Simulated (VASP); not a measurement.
# AlNi3: which input changes matter

Aim: change the input of a sound run on AlNi3 piece by piece and see what each change does. All runs use PBEsol. The start is a computed cell from the Materials Project.

Program: VASP 6.6.1. Level of theory: PBEsol, spin-polarised from a ferromagnetic start; plane waves and PAW (Al, Ni). Results are calculated unless marked as measured.

## (1) Starting point

It takes space group Pm-3m (No. 221, cubic). The conventional cell has a = 3.523 Å, b = 3.523 Å, c = 3.523 Å, α = 90.00°, β = 90.00°, γ = 90.00°. Nearest to Al lie 12 Ni at 2.49 Å. Nearest to Ni lie 4 Al at 2.49 Å and 8 Ni at 2.49 Å. Farther neighbours are not listed.

Coordinates:

```xyz
4
Lattice="3.5231 0.0000 0.0000 0.0000 3.5231 0.0000 0.0000 0.0000 3.5231" Properties=species:S:1:pos:R:3 pbc="T T T"
Al    0.0000    0.0000    0.0000
Ni    0.0000    1.7615    1.7615
Ni    1.7615    0.0000    1.7615
Ni    1.7615    1.7615    0.0000
```

## (2) Reference run

A single point gives energy, forces and stress at these settings. PBEsol restores the gradient expansion of exchange and is tuned for the cells of solids.

The input, INCAR:

```
SYSTEM = AlNi3
PREC = Accurate
ENCUT = 400
EDIFF = 1E-06
NELM = 100
ISMEAR = -1
SIGMA = 0.05
LREAL = .FALSE.
ALGO = Normal
GGA = PS
NBANDS = 26
ISPIN = 2
MAGMOM = 0 1 1 1
LASPH = .TRUE.
LMAXMIX = 4
LORBIT = 11
LWAVE = .FALSE.
LCHARG = .FALSE.
KPAR = 4
ISIF = 2
```

The input, POSCAR:

```
AlNi3
1.0
    3.5230547267      0.0000000000      0.0000000000
    0.0000000000      3.5230547267      0.0000000000
    0.0000000000      0.0000000000      3.5230547267
Al Ni
1 3
Direct
    0.0000000000      0.0000000000      0.0000000000
    0.0000000000      0.5000000000      0.5000000000
    0.5000000000      0.0000000000      0.5000000000
    0.5000000000      0.5000000000      0.0000000000
```

The input, KPOINTS:

```
Automatic mesh
0
Gamma
6 6 6
0 0 0
```

The projector-augmented-wave data sets are Al and Ni (PBE family, release 64).

The run is started by

```bash
> mpirun -np 4 vasp_std
```

Log:

```text
[banner, memory and clock lines left out]
running    4 mpi-ranks, on    1 nodes
 distrk:  each k-point on    1 cores,    4 groups
 distr:  one band on    1 cores,    1 groups

 POSCAR found type information on POSCAR AlNi
 POSCAR found :  2 types and       4 ions
|                                                                             |
|               ----> ADVICE to this user running VASP <----                  |
|                                                                             |
|     You enforced a specific xc type in the INCAR file but a different       |
|     [... a line on the potential file left out ...]
|     I HOPE YOU KNOW WHAT YOU ARE DOING!                                     |
|                                                                             |

 LDA part: xc-table for (Slater+PW92), standard interpolation
 POSCAR, INCAR and KPOINTS ok, starting setup
 FFT: planning ... GRIDC
 FFT: planning ... GRID_SOFT
 FFT: planning ... GRID
 WAVECAR not read
 entering main loop
       N       E                     dE             d eps       ncg     rms          rms(c)
DAV:   1     0.170369347835E+03    0.17037E+03   -0.11905E+04  2128   0.137E+03
DAV:   2    -0.197042148201E+02   -0.19007E+03   -0.17725E+03  2088   0.280E+02
DAV:   3    -0.288007134640E+02   -0.90965E+01   -0.87238E+01  2368   0.810E+01
DAV:   4    -0.289484317788E+02   -0.14772E+00   -0.14756E+00  2522   0.958E+00
DAV:   5    -0.289537738001E+02   -0.53420E-02   -0.53417E-02  2502   0.165E+00    0.217E+01
DAV:   6    -0.297306517310E+02   -0.77688E+00   -0.42417E+01  2404   0.115E+02    0.217E+01
DAV:   7    -0.243871375599E+02    0.53435E+01   -0.14924E+01  2428   0.624E+01    0.268E+00
DAV:   8    -0.243392431922E+02    0.47894E-01   -0.26622E-01  2352   0.356E+00    0.143E+00
DAV:   9    -0.243121376320E+02    0.27106E-01   -0.21110E-02  2852   0.191E+00    0.672E-01
DAV:  10    -0.243108237698E+02    0.13139E-02   -0.18630E-03  2476   0.433E-01    0.195E-01
DAV:  11    -0.243109470116E+02   -0.12324E-03   -0.41916E-04  2600   0.293E-01    0.102E-01
DAV:  12    -0.243109734770E+02   -0.26465E-04   -0.87522E-05  2804   0.126E-01    0.320E-02
DAV:  13    -0.243109790244E+02   -0.55475E-05   -0.14368E-05  2214   0.394E-02    0.167E-02
DAV:  14    -0.243109789212E+02    0.10319E-06   -0.82752E-07  1274   0.135E-02
   1 F= -.24310979E+02 E0= -.24295419E+02  d E =-.311208E-01  mag=     0.6561
```

Run time: 4.6 s. Hardware: 4 MPI ranks of Intel Xeon 6975P-C (Granite Rapids), shared host; peak memory 0.6 GiB.

The logs omit lines about the potential files and the build; timing stands in the text.

From OUTCAR (step 2):

```text
ion  position               nearest neighbor table
   1  0.000  0.000  0.000-   2 2.49   3 2.49   4 2.49   2 2.49   3 2.49   2 2.49   4 2.49   2 2.49
                             3 2.49   4 2.49   3 2.49   4 2.49
   2  0.000  0.500  0.500-   1 2.49   3 2.49   4 2.49   1 2.49   4 2.49   1 2.49   3 2.49   1 2.49
                             3 2.49   4 2.49   4 2.49   3 2.49
   3  0.500  0.000  0.500-   1 2.49   2 2.49   4 2.49   1 2.49   4 2.49   2 2.49   4 2.49   4 2.49
                             1 2.49   2 2.49   1 2.49   2 2.49
   4  0.500  0.500  0.000-   1 2.49   2 2.49   3 2.49   2 2.49   3 2.49   1 2.49   3 2.49   3 2.49
                             1 2.49   2 2.49   2 2.49   1 2.49

  LATTYP: Found a simple cubic cell.
 ALAT       =     3.5230547267

 Subroutine GETGRP returns: Found 48 space group operations
 (whereof 48 operations were pure point group operations)

The static configuration has the point symmetry O_h .

 Found     20 irreducible k-points:

   k-points           NKPTS =     20   k-points in BZ     NKDIM =     20   number of bands    NBANDS=     26

   dimension x,y,z NGX =    24 NGY =   24 NGZ =   24
   dimension x,y,z NGXF=    48 NGYF=   48 NGZF=   48

   ENCUT  =  400.0 eV  29.40 Ry    5.42 a.u.   5.75  5.75  5.75*2*pi/ulx,y,z

   NELECT =      33.0000    total number of electrons

 k-points in reciprocal lattice and weights: Automatic mesh
   0.00000000  0.00000000  0.00000000       0.005
   0.16666667  0.00000000  0.00000000       0.028
   0.33333333  0.00000000  0.00000000       0.028
   0.50000000  0.00000000  0.00000000       0.014
   0.16666667  0.16666667  0.00000000       0.056
   0.33333333  0.16666667  0.00000000       0.111
   0.50000000  0.16666667  0.00000000       0.056
   0.33333333  0.33333333  0.00000000       0.056
   0.50000000  0.33333333  0.00000000       0.056
[...]
0.50000000  0.50000000  0.33333333       0.028
   0.50000000  0.50000000  0.50000000       0.005

 average (electrostatic) potential at core
       1 -69.3758       2 -81.1049       3 -81.1049       4 -81.1049

 E-fermi :   9.7566

 spin component 1
 k-point     1 :       0.0000    0.0000    0.0000
  band No.  band energies     occupation
    ...
     12       9.2105      0.99998
     13       9.5287      0.98964
     14       9.7215      0.66865
     15       9.7215      0.66865
     16       9.7215      0.66864
     17      10.6367      0.00000
     18      10.6367      0.00000
     19      10.6367      0.00000
     20      16.4941      0.00000
     21      16.4941      0.00000
    ...

 k-point     2 :       0.1667    0.0000    0.0000
  band No.  band energies     occupation
    ...
     13       9.1702      0.99999
     14       9.2112      0.99998
     15       9.4028      0.99916
     16       9.5817      0.97067
     17       9.7219      0.66682
     18      11.6272      0.00000
     19      11.6272      0.00000
     20      16.4597      0.00000
     21      17.0420      0.00000
     22      18.7774      0.00000
    ...

 k-point     3 :       0.3333    0.0000    0.0000
  band No.  band energies     occupation
    ...
     13       8.6943      1.00000
     14       8.8392      1.00000
     15       8.9954      1.00000
     16       9.2674      0.99994
     17       9.7224      0.66487
     18      13.3363      0.00000
     19      13.3363      0.00000
     20      16.3719      0.00000
     21      17.4120      0.00000
     22      17.8827      0.00000
    ...

 k-point     4 :       0.5000    0.0000    0.0000
  band No.  band energies     occupation
    ...
     13       8.5237      1.00000
     14       8.5739      1.00000
     15       8.7077      1.00000
     16       9.2702      0.99994
     17       9.7227      0.66338
     18      15.4275      0.00000
     19      15.4275      0.00000
     20      15.4393      0.00000
     21      15.4393      0.00000
     22      16.3152      0.00000
    ...

 k-point     5 :       0.1667    0.1667    0.0000
  band No.  band energies     occupation
    ...
     12       8.9688      1.00000
     13       8.9949      1.00000
     14       9.1230      1.00000
     15       9.2912      0.99991
     16       9.5676      0.97770
     17      10.1015      0.00101
     18      10.8247      0.00000
     19      12.3124      0.00000
     20      16.6439      0.00000
     21      18.2544      0.00000
    ...

 k-point     6 :       0.3333    0.1667    0.0000
  band No.  band energies     occupation
    ...
     13       8.6527      1.00000
     14       8.9196      1.00000
     15       9.1456      1.00000
     16       9.2987      0.99989
     17       9.4917      0.99503
     18      11.8214      0.00000
     19      13.8346      0.00000
     20      15.2677      0.00000
     21      17.2507      0.00000
     22      18.2412      0.00000
    ...

  Total       -0.2257681     -0.2257681     -0.2257681      0.0000000     -0.0000000      0.0000000
  in kB       -8.2720834     -8.2720834     -8.2720834      0.0000000     -0.0000000      0.0000000
  external PRESSURE =      -8.2720834 kB  Pullay stress =       0.0000000 kB

  energy-cutoff  :      400.00
  volume of cell :       43.73
      direct lattice vectors                 reciprocal lattice vectors
     3.523054727  0.000000000  0.000000000     0.283844583  0.000000000  0.000000000
     0.000000000  3.523054727  0.000000000     0.000000000  0.283844583  0.000000000
     0.000000000  0.000000000  3.523054727     0.000000000  0.000000000  0.283844583

 POSITION                                       TOTAL-FORCE (eV/Angst)
 -----------------------------------------------------------------------------------
      0.00000      0.00000      0.00000         0.000000      0.000000      0.000000
      0.00000      1.76153      1.76153         0.000000      0.000000      0.000000
      1.76153      0.00000      1.76153         0.000000      0.000000      0.000000
      1.76153      1.76153      0.00000         0.000000      0.000000      0.000000
 -----------------------------------------------------------------------------------
    total drift:                                0.000000     -0.000000     -0.000000

  FREE ENERGIE OF THE ION-ELECTRON SYSTEM (eV)
  ---------------------------------------------------
  free  energy   TOTEN  =       -24.3109789212 eV

  energy  without entropy=      -24.2798581518  energy(sigma->0) =      -24.29541854

 total charge
# of ion       s       p       d       tot
------------------------------------------
    1        0.410   0.405   0.000   0.815
    2        0.511   0.550   8.391   9.453
    3        0.511   0.550   8.391   9.453
    4        0.511   0.550   8.391   9.453
--------------------------------------------------
tot          1.944   2.055  25.174  29.173

 magnetization (x)
# of ion       s       p       d       tot
------------------------------------------
    1       -0.000  -0.008   0.000  -0.008
    2       -0.002  -0.007   0.240   0.231
    3       -0.002  -0.007   0.240   0.231
    4       -0.002  -0.007   0.240   0.231
--------------------------------------------------
tot         -0.007  -0.029   0.721   0.684

[... 6 further parts left out ...]
```

The magnetic state follows from one typed start and may not be the lowest. The k-mesh is coarse for a metal. The PAW data sets were made with PBE, which is usual practice but a small mismatch for other functionals.

Numbers from this step:

* electronic steps: 14
* electrons: 33
* bands: 26
* irreducible k points: 20
* symmetry operations: 48
* free energy (TOTEN): -24.31 eV
* energy at zero smearing: -24.30 eV
* Fermi energy: 9.757 eV
* pressure: -0.8272 GPa
* moment of the cell, from the last line of the log: 0.6561 μB
* metallic: yes

Spin moment in the PAW sphere by atom:

```
atom  spin moment in the PAW sphere (μB)
 Al1                              -0.008
 Ni2                               0.231
 Ni3                               0.231
 Ni4                               0.231
```

The pressure is -0.83 GPa and the largest force 0.000 eV/Å, so the cell is not at a minimum at these settings.

## (3) A single point (PBEsol), changed input

A single point gives energy, forces and stress at these settings. Some settings are moved from the usual, to see what they do.

INCAR, as its differences from that of step 2:

```diff
@@ -1,3 +1,3 @@
 SYSTEM = AlNi3
-PREC = Accurate
+PREC = Normal
 ENCUT = 400
@@ -13,3 +13,3 @@
 MAGMOM = 0 1 1 1
-LASPH = .TRUE.
+LASPH = .FALSE.
 LMAXMIX = 4
```

POSCAR is that of step 2.

KPOINTS is that of step 2.

The run is started by

```bash
> mpirun -np 4 vasp_std
```

Log:

```text
[banner, memory and clock lines left out]
running    4 mpi-ranks, on    1 nodes
 distrk:  each k-point on    1 cores,    4 groups
 distr:  one band on    1 cores,    1 groups

 POSCAR found type information on POSCAR AlNi
 POSCAR found :  2 types and       4 ions
 [... a notice as in an earlier step ...]

 LDA part: xc-table for (Slater+PW92), standard interpolation
 POSCAR, INCAR and KPOINTS ok, starting setup
 FFT: planning ... GRIDC
 FFT: planning ... GRID_SOFT
 FFT: planning ... GRID
 WAVECAR not read
 entering main loop
       N       E                     dE             d eps       ncg     rms          rms(c)
DAV:   1     0.170369814427E+03    0.17037E+03   -0.11905E+04  2128   0.137E+03
DAV:   2    -0.197043521388E+02   -0.19007E+03   -0.17725E+03  2088   0.280E+02
DAV:   3    -0.288008744717E+02   -0.90965E+01   -0.87238E+01  2368   0.810E+01
DAV:   4    -0.289485951044E+02   -0.14772E+00   -0.14756E+00  2522   0.958E+00
DAV:   5    -0.289539371578E+02   -0.53421E-02   -0.53418E-02  2502   0.165E+00    0.217E+01
DAV:   6    -0.297379933241E+02   -0.78406E+00   -0.42398E+01  2404   0.115E+02    0.217E+01
DAV:   7    -0.243836618815E+02    0.53543E+01   -0.14926E+01  2436   0.624E+01    0.266E+00
DAV:   8    -0.243348925519E+02    0.48769E-01   -0.26449E-01  2360   0.351E+00    0.141E+00
DAV:   9    -0.243074931759E+02    0.27399E-01   -0.20375E-02  2828   0.186E+00    0.649E-01
DAV:  10    -0.243061463554E+02    0.13468E-02   -0.17893E-03  2458   0.410E-01    0.190E-01
DAV:  11    -0.243062426160E+02   -0.96261E-04   -0.38117E-04  2614   0.270E-01    0.110E-01
DAV:  12    -0.243062829635E+02   -0.40347E-04   -0.92168E-05  2902   0.130E-01    0.308E-02
DAV:  13    -0.243062901923E+02   -0.72289E-05   -0.14465E-05  2226   0.369E-02    0.174E-02
DAV:  14    -0.243062902155E+02   -0.23195E-07   -0.15256E-06  1450   0.205E-02
   1 F= -.24306290E+02 E0= -.24289824E+02  d E =-.329331E-01  mag=     0.6315
```

Elapsed: 2.8 s, on 4 MPI ranks; peak memory 0.51 GiB.

OUTCAR, selected parts (step 3):

```text
The static configuration has the point symmetry O_h .

 Found     20 irreducible k-points:

   dimension x,y,z NGX =    18 NGY =   18 NGZ =   18
   dimension x,y,z NGXF=    36 NGYF=   36 NGZF=   36

   NELECT =      33.0000    total number of electrons

 E-fermi :   9.7525

 spin component 1
 k-point     1 :       0.0000    0.0000    0.0000
  band No.  band energies     occupation
    ...
     12       9.2147      0.99998
     13       9.5368      0.98679
     14       9.7362      0.58072
     15       9.7362      0.58072
     16       9.7362      0.58072
     17      10.6348      0.00000
     18      10.6348      0.00000
     19      10.6348      0.00000
     20      16.4955      0.00000
     21      16.4955      0.00000
    ...

 k-point     2 :       0.1667    0.0000    0.0000
  band No.  band energies     occupation
    ...
     13       9.1816      0.99999
     14       9.2153      0.99998
     15       9.4108      0.99892
     16       9.5820      0.96799
     17       9.7366      0.57871
     18      11.6287      0.00000
     19      11.6287      0.00000
     20      16.4610      0.00000
     21      17.0431      0.00000
     22      18.7780      0.00000
    ...

 k-point     3 :       0.3333    0.0000    0.0000
  band No.  band energies     occupation
    ...
     13       8.7044      1.00000
     14       8.8419      1.00000
     15       9.0023      1.00000
     16       9.2723      0.99993
     17       9.7370      0.57657
     18      13.3377      0.00000
     19      13.3377      0.00000
     20      16.3730      0.00000
     21      17.4124      0.00000
     22      17.8830      0.00000
    ...

 k-point     4 :       0.5000    0.0000    0.0000
  band No.  band energies     occupation
    ...
     13       8.5327      1.00000
     14       8.5766      1.00000
     15       8.7145      1.00000
     16       9.2747      0.99993
     17       9.7374      0.57493
     18      15.4288      0.00000
     19      15.4288      0.00000
     20      15.4399      0.00000
     21      15.4399      0.00000
     22      16.3161      0.00000
    ...

  Total       -0.2402942     -0.2402942     -0.2402942      0.0000000      0.0000000      0.0000000
  in kB       -8.8043189     -8.8043189     -8.8043189      0.0000000      0.0000000      0.0000000
  external PRESSURE =      -8.8043189 kB  Pullay stress =       0.0000000 kB

 POSITION                                       TOTAL-FORCE (eV/Angst)
 -----------------------------------------------------------------------------------
      0.00000      0.00000      0.00000         0.000000      0.000000      0.000000
      0.00000      1.76153      1.76153         0.000000      0.000000      0.000000
      1.76153      0.00000      1.76153         0.000000      0.000000      0.000000
      1.76153      1.76153      0.00000         0.000000      0.000000      0.000000
 -----------------------------------------------------------------------------------
    total drift:                                0.000000      0.000000      0.000000

  FREE ENERGIE OF THE ION-ELECTRON SYSTEM (eV)
  ---------------------------------------------------
  free  energy   TOTEN  =       -24.3062902155 eV

  energy  without entropy=      -24.2733570683  energy(sigma->0) =      -24.28982364

 total charge
# of ion       s       p       d       tot
------------------------------------------
    1        0.410   0.405   0.000   0.815
    2        0.511   0.550   8.392   9.453
    3        0.511   0.550   8.392   9.453
    4        0.511   0.550   8.392   9.453
--------------------------------------------------
tot          1.943   2.054  25.177  29.174

 magnetization (x)
# of ion       s       p       d       tot
------------------------------------------
    1        0.000  -0.007   0.000  -0.007
    2       -0.002  -0.006   0.229   0.221
    3       -0.002  -0.006   0.229   0.221
    4       -0.002  -0.006   0.229   0.221
--------------------------------------------------
tot         -0.006  -0.026   0.688   0.657

[... 7 parts as in an earlier step ...]

[... 9 further parts left out ...]
```

PREC = Normal changes the FFT grids. LASPH is off, so gradient terms of the non-spherical density inside the spheres are left out; for open d or f shells this can shift gaps and moments.

Numbers from this step:

```
energy at zero smearing                           : -24.29 eV
Fermi energy                                      : 9.752 eV
pressure                                          : -0.8804 GPa
moment of the cell, from the last line of the log : 0.6315 μB
```

Against the reference run the energy at zero smearing moves by +1.40 meV an atom and the pressure by -0.05 GPa.

(Continued in part 2 of 4.)

[Lines on the potential files, build, host, timing and source positions are cut from VASP's logs without a mark.]

[Logs are printed without paths, hosts, clocks, repeated set-up lines and the standing remarks that a program may print on its own settings, such as how far it seeks lower states.]

[Hosts, paths, dates, database ids (printed as entryN), source tags and the programs' standing remarks are cut or masked in the printed files.]

[A measured line is paired with the nearest computed mode of its activity, which favours agreement.]
